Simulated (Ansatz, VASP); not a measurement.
# Si126As (amorphous Si) in two plane-wave programs, part 2 of 3

One calculation is typed for both programs; each brings its own data sets. How far apart do they land? The structure shown is the start of the Ansatz relaxation below; VASP solves that cell, so the two are compared at the walk's first step.

VASP 6.6.1 and Ansatz 0.2.0.

So far. Step 4 (Side by side): The forces differ by 3.7 meV/Å r.m.s., which is 3.8 % of the r.m.s. force of 0.098 eV/Å (both taken over all components).

### 5. Ansatz: relaxation, PBE

Level of this step: Ansatz beside VASP: Kohn-Sham DFT, plane waves, PBE (Ansatz).

The two programs are compared at the cell with which this relaxation starts, whose forces are those of its first step.

The structure compared here is the start of the Ansatz relaxation; VASP solves that cell, so the two are compared at the walk's first step.

The input, input.yaml:

```yaml
crystal:
  lattice:
    - [13.7871, 0.0, 0.0]
    - [0.0, 13.7871, 0.0]
    - [0.0, 0.0, 13.7871]
  atoms:
    - { symbol: Si, position: [0.3208, 0.03493, 0.40156] }
    - { symbol: Si, position: [0.13217, 0.41044, 0.74644] }
    - { symbol: Si, position: [0.62748, 0.65473, 0.70593] }
    - { symbol: Si, position: [0.39751, 0.36139, 0.12709] }
[... 2 atom lines left out ...]
    - { symbol: Si, position: [0.52943, 0.84791, 0.34106] }
[... 1 atom line left out ...]
    - { symbol: Si, position: [0.38536, 0.0172, 0.93089] }
    - { symbol: Si, position: [0.63762, 0.74352, 0.26061] }
[... 10 atom lines left out ...]
    - { symbol: Si, position: [0.44123, 0.45709, 0.84247] }
[... 1 atom line left out ...]
    - { symbol: Si, position: [0.27031, 0.47216, 0.09349] }
    - { symbol: Si, position: [0.3566, 0.86009, 0.13653] }
    - { symbol: Si, position: [0.29346, 0.48508, 0.92586] }
[... 6 atom lines left out ...]
    - { symbol: Si, position: [0.21434, 0.88103, 0.23365] }
    - { symbol: Si, position: [0.60012, 0.80368, 0.96635] }
[... 3 atom lines left out ...]
    - { symbol: As, position: [0.39329, 0.70017, 0.08751] }
    - { symbol: Si, position: [0.05892, 0.44899, 0.24591] }
[... 1 atom line left out ...]
    - { symbol: Si, position: [0.87701, 0.16814, 0.89154] }
    - { symbol: Si, position: [0.54508, 0.9588, 0.90575] }
[... 5 atom lines left out ...]
    - { symbol: Si, position: [0.30709, 0.07935, 0.78917] }
    - { symbol: Si, position: [0.07323, 0.61975, 0.28531] }
    - { symbol: Si, position: [0.75815, 0.53422, 0.07466] }
[... 1 atom line left out ...]
    - { symbol: Si, position: [0.75171, 0.98015, 0.41445] }
[... 2 atom lines left out ...]
    - { symbol: Si, position: [0.14318, 0.24843, 0.01413] }
[... 2 atom lines left out ...]
    - { symbol: Si, position: [0.75933, 0.99471, 0.71805] }
[... 1 atom line left out ...]
    - { symbol: Si, position: [0.40342, 0.47356, 0.67463] }
    - { symbol: Si, position: [0.7511, 0.8336, 0.16923] }
[... 2 atom lines left out ...]
    - { symbol: Si, position: [0.85581, 0.86573, 0.65581] }
[... 3 atom lines left out ...]
    - { symbol: Si, position: [0.46787, 0.2497, 0.02074] }
[... 7 atom lines left out ...]
    - { symbol: Si, position: [0.03961, 0.15253, 0.67232] }
[... 5 atom lines left out ...]
    - { symbol: Si, position: [0.8854, 0.89287, 0.92971] }
    - { symbol: Si, position: [0.3098, 0.87609, 0.97381] }
[... 2 atom lines left out ...]
    - { symbol: Si, position: [0.70807, 0.3824, 0.67887] }
[... 2 atom lines left out ...]
    - { symbol: Si, position: [0.08856, 0.18055, 0.34095] }
    - { symbol: Si, position: [0.3536, 0.81227, 0.70211] }
[... 1 atom line left out ...]
    - { symbol: Si, position: [0.95357, 0.4185, 0.56176] }
    - { symbol: Si, position: [0.65748, 0.0497, 0.99672] }
    - { symbol: Si, position: [0.16993, 0.71729, 0.18199] }
[... 3 atom lines left out ...]
    - { symbol: Si, position: [0.16629, 0.32788, 0.29992] }
[... 4 atom lines left out ...]
    - { symbol: Si, position: [0.82976, 0.64663, 0.9687] }
[... 5 atom lines left out ...]
    - { symbol: Si, position: [0.31978, 0.2631, 0.24165] }
[... 1 atom line left out ...]
    - { symbol: Si, position: [0.33964, 0.2448, 0.79017] }
    - { symbol: Si, position: [0.7094, 0.62204, 0.35939] }
[... 2 atom lines left out ...]
    - { symbol: Si, position: [0.44987, 0.74562, 0.57482] }
[... 2 atom lines left out ...]
    - { symbol: Si, position: [0.59048, 0.84859, 0.59826] }
    - { symbol: Si, position: [0.3008, 0.61001, 0.19698] }
[... 2 atom lines left out ...]
    - { symbol: Si, position: [0.78904, 0.02494, 0.88597] }
[... 3 atom lines left out ...]
    - { symbol: Si, position: [0.04099, 0.1285, 0.93917] }
[... 1 atom line left out ...]
    - { symbol: Si, position: [0.23879, 0.52562, 0.65776] }
kpoints:
  mp_grid: { grid: [1, 1, 1] }
hamiltonian:
  xc: pbe
scf:
  occupations: { method: gaussian, width: 0.05 }
output:
  forces: true
  eigenvalues: true
relax:
  f_tol: 0.05
  max_steps: 90
```

Started as:

```bash
ansatz run input.yaml --threads 4 --pin off --max-ram 8192MiB --backend cpu --events-out ev --progress --plain --runs-dir out
```

Numbers of over 12 decimals in the logs are rounded to 6 here.

Output:

```text
[...]
Crystal: 127 atoms, lattice volume = 2620.709 Å³
Basis set: ecut = 420 eV, 51219 PW (Γ), exchange–correlation on 192×192×192 points (8 copies of the dense FFT grid, shifted against one another)
Bands: 387, of which v1, the nominal top of the filled ones, is band 260 counted from 1 (259 counted from 0)
Symmetry: 1 space group operations
[...]
k-points: 1
[...]
- { symbol: Si, position: [0.293755, 0.485727, 0.925496] }
    - { symbol: Si, position: [0.860648, 0.141080, 0.223191] }
    - { symbol: Si, position: [0.888798, 0.202878, 0.728773] }
    - { symbol: Si, position: [0.604661, 0.522392, 0.454137] }
    - { symbol: Si, position: [0.861484, 0.088570, 0.489241] }
[...]
- { symbol: As, position: [0.396221, 0.696594, 0.094262] }
[...]
- { symbol: Si, position: [0.860063, 0.580490, 0.814850] }
    - { symbol: Si, position: [0.040798, 0.129162, 0.938938] }
    - { symbol: Si, position: [0.484374, 0.488387, 0.339307] }
    - { symbol: Si, position: [0.238812, 0.525617, 0.658155] }
```

### 6. VASP: single point, PBE, start cell, pair 2

The same cell, functional, mesh and smearing now go to VASP, with its own data sets.

The input, INCAR:

```
SYSTEM = Si126As
PREC = Accurate
ENCUT = 400
EDIFF = 1E-06
NELM = 120
ISMEAR = 0
SIGMA = 0.05
LREAL = Auto
ALGO = Normal
GGA = PE
NBANDS = 352
LORBIT = 11
LWAVE = .FALSE.
LCHARG = .FALSE.
ISIF = 2
LASPH = .TRUE.
GGA_COMPAT = .FALSE.
NCORE = 4
```

The input, POSCAR:

```
Si126As
1.0
   13.7871000000      0.0000000000      0.0000000000
    0.0000000000     13.7871000000      0.0000000000
    0.0000000000      0.0000000000     13.7871000000
Si As
126 1
Direct
    0.3207998781      0.0349312038      0.4015565275
    0.1321670257      0.4104416447      0.7464368867
    0.6274778597      0.6547279703      0.7059280052
    0.3975092659      0.3613885444      0.1270898158
[... 2 atom lines left out ...]
    0.5294296843      0.8479085522      0.3410579455
[... 1 atom line left out ...]
    0.3853602280      0.0171972351      0.9308919207
    0.6376177731      0.7435211176      0.2606131819
[... 10 atom lines left out ...]
    0.4412312959      0.4570866970      0.8424686845
[... 1 atom line left out ...]
    0.2703106527      0.4721587571      0.0934931929
    0.3566014608      0.8600866027      0.1365334262
    0.2934627297      0.4850766296      0.9258582298
[... 6 atom lines left out ...]
    0.2143380406      0.8810264668      0.2336531976
    0.6001189518      0.8036788012      0.9663526050
[... 3 atom lines left out ...]
    0.0589173938      0.4489921738      0.2459110328
    0.5757120787      0.5411217733      0.8966715263
[... 1 atom line left out ...]
    0.5450819969      0.9588020686      0.9057524788
    0.2610483713      0.8704368576      0.3972481523
[... 5 atom lines left out ...]
    0.0732278724      0.6197532476      0.2853101813
    0.7581507351      0.5342167678      0.0746567443
    0.4902191179      0.9424316934      0.2061709859
[... 1 atom line left out ...]
    0.4305909147      0.0954370390      0.2542594164
[... 2 atom lines left out ...]
    0.6504703672      0.9689709946      0.1469126937
[... 2 atom lines left out ...]
    0.2294028476      0.6397864671      0.8886277752
[... 1 atom line left out ...]
    0.7511006666      0.8335980736      0.1692306576
    0.2374901176      0.5423185441      0.4838798587
[... 2 atom lines left out ...]
    0.1104293144      0.3997432382      0.0892718556
[... 3 atom lines left out ...]
    0.3963487608      0.7640402985      0.4112104794
[... 7 atom lines left out ...]
    0.3655228438      0.7465601903      0.8687976442
[... 5 atom lines left out ...]
    0.3097968391      0.8760870669      0.9738088503
    0.5394825598      0.4344931131      0.1841576546
[... 2 atom lines left out ...]
    0.5580796542      0.7063414351      0.1079632410
[... 2 atom lines left out ...]
    0.3535986538      0.8122665390      0.7021128446
    0.9785306555      0.6296610600      0.0429531954
[... 1 atom line left out ...]
    0.6574769168      0.0496986313      0.9967215731
    0.1699269607      0.7172864489      0.1819889607
    0.5936926547      0.5456767558      0.0657426145
[... 3 atom lines left out ...]
    0.7663685619      0.7968825931      0.0036120722
[... 4 atom lines left out ...]
    0.3865932647      0.1099796186      0.0743085928
[... 5 atom lines left out ...]
    0.1267634238      0.7079806486      0.0127220373
[... 1 atom line left out ...]
    0.7094022673      0.6220379920      0.3593866730
    0.1398191063      0.8690732641      0.9558065148
[... 2 atom lines left out ...]
    0.1512065627      0.6523199222      0.7368627195
[... 2 atom lines left out ...]
    0.3008029245      0.6100122578      0.1969812361
    0.5345576662      0.6993711513      0.8497871198
[... 2 atom lines left out ...]
    0.3560429677      0.6032087966      0.3610113802
[... 3 atom lines left out ...]
    0.4845906681      0.4891311443      0.3379971132
[... 1 atom line left out ...]
    0.3932879286      0.7001689986      0.0875093384
```

The input, KPOINTS:

```
Automatic mesh
0
Gamma
1 1 1
0 0 0
```

Potentials, in the order of the species: Si and As (PBE family, release 64).

Started as:

```bash
mpirun -np 16 vasp_gam
```

Output:

```text
[... set-up lines as in an earlier step ...]
 entering main loop
       N       E                     dE             d eps       ncg     rms          rms(c)
DAV:   1     0.215569710944E+04    0.21557E+04   -0.18713E+05   704   0.103E+03
DAV:   2    -0.397721311212E+03   -0.25534E+04   -0.23714E+04   896   0.194E+02
DAV:   3    -0.667757930830E+03   -0.27004E+03   -0.26375E+03   888   0.566E+01
DAV:   4    -0.675896034140E+03   -0.81381E+01   -0.80648E+01   864   0.118E+01
[...]
DAV:  17    -0.663408117660E+03   -0.11144E-05   -0.11517E-06   552   0.134E-03    0.226E-03
DAV:  18    -0.663408118729E+03   -0.10690E-05   -0.73993E-07   504   0.114E-03    0.176E-03
DAV:  19    -0.663408119253E+03   -0.52428E-06   -0.12239E-07   424   0.469E-04
   1 F= -.66340812E+03 E0= -.66339401E+03  d E =-.282117E-01
```

OUTCAR, selected parts (step 6):

```text
  FREE ENERGIE OF THE ION-ELECTRON SYSTEM (eV)
  ---------------------------------------------------
  free  energy   TOTEN  =      -663.4081192532 eV

  energy  without entropy=     -663.3799075550  energy(sigma->0) =     -663.39401340
```

The run ends at a pressure of -0.66 GPa, with forces up to 0.69 eV/Å.

### 7. Comparison

What differs besides the data sets and the points named for the pairs above, as far as they apply: the data sets hold 519 valence electrons in Ansatz (on its default PAW (the set named soft_2) files) and 509 in VASP. Total energies have different zeros and are not compared.

Forces on 7 of the 127 atoms, those with the largest forces and the largest differences (eV/Å; atoms numbered as in POSCAR):

```tsv
atom	Ansatz x, y, z	VASP x, y, z
Si24	0.018, 0.405, -0.026	0.010, 0.437, -0.019
Si45	0.267, 0.028, -0.217	0.268, 0.028, -0.215
Si75	-0.026, 0.187, -0.507	-0.029, 0.187, -0.505
Si81	-0.077, 0.179, -0.162	-0.077, 0.181, -0.162
Si85	0.630, 0.026, 0.164	0.669, 0.023, 0.167
Si117	-0.404, -0.145, 0.413	-0.423, -0.163, 0.431
As127	0.037, -0.266, 0.004	0.026, -0.276, -0.029
```

The forces differ by 4.3 meV/Å r.m.s., which is 5.5 % of the r.m.s. force of 0.077 eV/Å (both taken over all components).

### 8. Ansatz: relaxation, PBE

The two programs are compared at the cell with which this relaxation starts, whose forces are those of its first step.

The structure compared here is the start of the Ansatz relaxation; VASP solves that cell, so the two are compared at the walk's first step.

The input, input.yaml:

```yaml
crystal:
  lattice:
    - [13.7871, 0.0, 0.0]
    - [0.0, 13.7871, 0.0]
    - [0.0, 0.0, 13.7871]
  atoms:
    - { symbol: Si, position: [0.3208, 0.03493, 0.40156] }
    - { symbol: Si, position: [0.13217, 0.41044, 0.74644] }
[... 1 atom line left out ...]
    - { symbol: Si, position: [0.39751, 0.36139, 0.12709] }
[... 4 atom lines left out ...]
    - { symbol: Si, position: [0.38536, 0.0172, 0.93089] }
[... 3 atom lines left out ...]
    - { symbol: Si, position: [0.82, 0.30531, 0.17653] }
    - { symbol: Si, position: [0.98756, 0.46165, 0.99168] }
[... 6 atom lines left out ...]
    - { symbol: Si, position: [0.44123, 0.45709, 0.84247] }
    - { symbol: Si, position: [0.74989, 0.2776, 0.93108] }
[... 3 atom lines left out ...]
    - { symbol: Si, position: [0.86065, 0.14131, 0.22265] }
    - { symbol: Si, position: [0.88997, 0.20289, 0.72869] }
[... 5 atom lines left out ...]
    - { symbol: Si, position: [0.60012, 0.80368, 0.96635] }
[... 5 atom lines left out ...]
    - { symbol: Si, position: [0.57571, 0.54112, 0.89667] }
    - { symbol: Si, position: [0.87701, 0.16814, 0.89154] }
    - { symbol: Si, position: [0.54508, 0.9588, 0.90575] }
[... 2 atom lines left out ...]
    - { symbol: Si, position: [0.6156, 0.13877, 0.68625] }
[... 1 atom line left out ...]
    - { symbol: Si, position: [0.57293, 0.96852, 0.73278] }
[... 2 atom lines left out ...]
    - { symbol: Si, position: [0.75815, 0.53422, 0.07466] }
    - { symbol: Si, position: [0.49022, 0.94243, 0.20617] }
[... 1 atom line left out ...]
    - { symbol: Si, position: [0.43059, 0.09544, 0.25426] }
[... 2 atom lines left out ...]
    - { symbol: Si, position: [0.65047, 0.96897, 0.14691] }
    - { symbol: Si, position: [0.64008, 0.27078, 0.79367] }
    - { symbol: Si, position: [0.75933, 0.99471, 0.71805] }
[... 2 atom lines left out ...]
    - { symbol: Si, position: [0.7511, 0.8336, 0.16923] }
[... 1 atom line left out ...]
    - { symbol: Si, position: [0.41226, 0.3397, 0.37756] }
[... 3 atom lines left out ...]
    - { symbol: Si, position: [0.48225, 0.29474, 0.86059] }
    - { symbol: Si, position: [0.46787, 0.2497, 0.02074] }
[... 1 atom line left out ...]
    - { symbol: Si, position: [0.70248, 0.52313, 0.77748] }
[... 2 atom lines left out ...]
    - { symbol: Si, position: [0.83345, 0.39125, 0.0284] }
[... 1 atom line left out ...]
    - { symbol: Si, position: [0.71529, 0.06587, 0.27108] }
[... 2 atom lines left out ...]
    - { symbol: Si, position: [0.97219, 0.00439, 0.17611] }
    - { symbol: Si, position: [0.5854, 0.17397, 0.30357] }
[... 1 atom line left out ...]
    - { symbol: Si, position: [0.55887, 0.26668, 0.44519] }
    - { symbol: Si, position: [0.8854, 0.89287, 0.92971] }
[... 1 atom line left out ...]
    - { symbol: Si, position: [0.53948, 0.43449, 0.18416] }
    - { symbol: As, position: [0.63429, 0.21521, 0.04193] }
[... 6 atom lines left out ...]
    - { symbol: Si, position: [0.95357, 0.4185, 0.56176] }
[... 1 atom line left out ...]
    - { symbol: Si, position: [0.16993, 0.71729, 0.18199] }
    - { symbol: Si, position: [0.59369, 0.54568, 0.06574] }
[... 7 atom lines left out ...]
    - { symbol: Si, position: [0.82976, 0.64663, 0.9687] }
    - { symbol: Si, position: [0.38659, 0.10998, 0.07431] }
[... 3 atom lines left out ...]
    - { symbol: Si, position: [0.18767, 0.80543, 0.6711] }
[... 1 atom line left out ...]
    - { symbol: Si, position: [0.12676, 0.70798, 0.01272] }
[... 9 atom lines left out ...]
    - { symbol: Si, position: [0.53456, 0.69937, 0.84979] }
    - { symbol: Si, position: [0.23351, 0.15593, 0.12843] }
[... 3 atom lines left out ...]
    - { symbol: Si, position: [0.85905, 0.58127, 0.81442] }
    - { symbol: Si, position: [0.04099, 0.1285, 0.93917] }
[... 1 atom line left out ...]
    - { symbol: Si, position: [0.23879, 0.52562, 0.65776] }
kpoints:
  mp_grid: { grid: [1, 1, 1] }
hamiltonian:
  xc: pbe
scf:
  occupations: { method: gaussian, width: 0.05 }
output:
  forces: true
  eigenvalues: true
relax:
  f_tol: 0.05
  max_steps: 90
```

Started as:

```bash
ansatz run input.yaml --threads 4 --pin off --max-ram 8192MiB --backend cpu --events-out ev --progress --plain --runs-dir out
```

Output:

```text
[...]
Crystal: 127 atoms, lattice volume = 2620.709 Å³
Basis set: ecut = 420 eV, 51219 PW (Γ), exchange–correlation on 192×192×192 points (8 copies of the dense FFT grid, shifted against one another)
Bands: 387, of which v1, the nominal top of the filled ones, is band 260 counted from 1 (259 counted from 0)
Symmetry: 1 space group operations
[...]
k-points: 1
[...]
SCF iter   1: F=—  HF=-84942.685472 eV  |F-HF|=—  |Δ(HF+E_count)|=         —  Δρ=3.05e-3  dr2=1.06e0  ethr=1.77e-3  ⟨swp⟩=6.0  Hψ=1774  notcnv=0  defer=61
[...]
- { symbol: Si, position: [0.293500, 0.485240, 0.926203] }
    - { symbol: Si, position: [0.861386, 0.140646, 0.223316] }
    - { symbol: Si, position: [0.888339, 0.202824, 0.728912] }
    - { symbol: Si, position: [0.604188, 0.522995, 0.453802] }
    - { symbol: Si, position: [0.862075, 0.088867, 0.489143] }
[...]
- { symbol: As, position: [0.634924, 0.213090, 0.041577] }
[...]
- { symbol: Si, position: [0.860287, 0.581329, 0.814703] }
    - { symbol: Si, position: [0.042123, 0.128089, 0.939556] }
    - { symbol: Si, position: [0.484071, 0.489000, 0.338737] }
    - { symbol: Si, position: [0.238432, 0.525687, 0.657890] }
```

(Part 2 of 3 ends here.)

[Lines on the potential files, build, host, timing and source positions are cut from VASP's logs without a mark.]

[Logs are printed without paths, hosts, clocks, repeated set-up lines and the standing remarks that a program may print on its own settings, such as how far it seeks lower states.]

[Hosts, paths, dates, database ids (printed as entryN), source tags and the programs' standing remarks are cut or masked in the printed files.]
